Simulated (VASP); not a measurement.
Level of theory: PBE GGA, VASP's PBE PAW potentials (set 64) (plane waves; VASP 6.6.1).

VASP ran on this input.

POSCAR:
```
LaB6
1.0
  3.9067964467   0.0000000000   0.0000000000
  0.0000000000   3.9067964467   0.0000000000
  0.0000000000   0.0000000000   3.9067964467
La B
1 6
Cartesian
  0.0000000000   3.9067964467   0.0000000000
  3.1341268865   1.9533982234   1.9533982234
  1.9533982234   0.7726695602   1.9533982234
  1.9533982234   3.1341268865   1.9533982234
  0.7726695602   1.9533982234   1.9533982234
  1.9533982234   1.9533982234   3.1341268865
  1.9533982234   1.9533982234   0.7726695602
```

**INCAR**
```
SYSTEM=LaB6
PREC=Accurate; ENCUT=620; LREAL=.FALSE.
LASPH=.TRUE.
EDIFF=1E-6; NELM=100; ALGO=Normal
LMAXMIX=6
ISMEAR=1; SIGMA=0.1
GGA=PE
IBRION=2; NSW=40; ISIF=3
EDIFFG=-0.02; PSTRESS=450
LWAVE=.FALSE.; LCHARG=.FALSE.
```

**KPOINTS**
```
Automatic mesh
0
Gamma
8 8 8
0 0 0
```

POTCAR, in this order: La B (PBE.64 set). Program: vasp_std.

Q: What will the output report for the number of irreducible k-points (NKPTS), largest plane-wave count, number of space-group operations, FFT grid (NGX, NGY, NGZ)?

A: 
| Property | Value |
|---|---|
| number of irreducible k-points (NKPTS) | 35 |
| largest plane-wave count | 2176 |
| number of space-group operations | 48 |
| FFT grid (NGX, NGY, NGZ) | 32 × 32 × 32 |

The compound is LaB6 in the cab6 structure. It was relaxed first under an external pressure of 45 GPa. The electron count is odd and the run is not spin-polarised, which forces a metal.
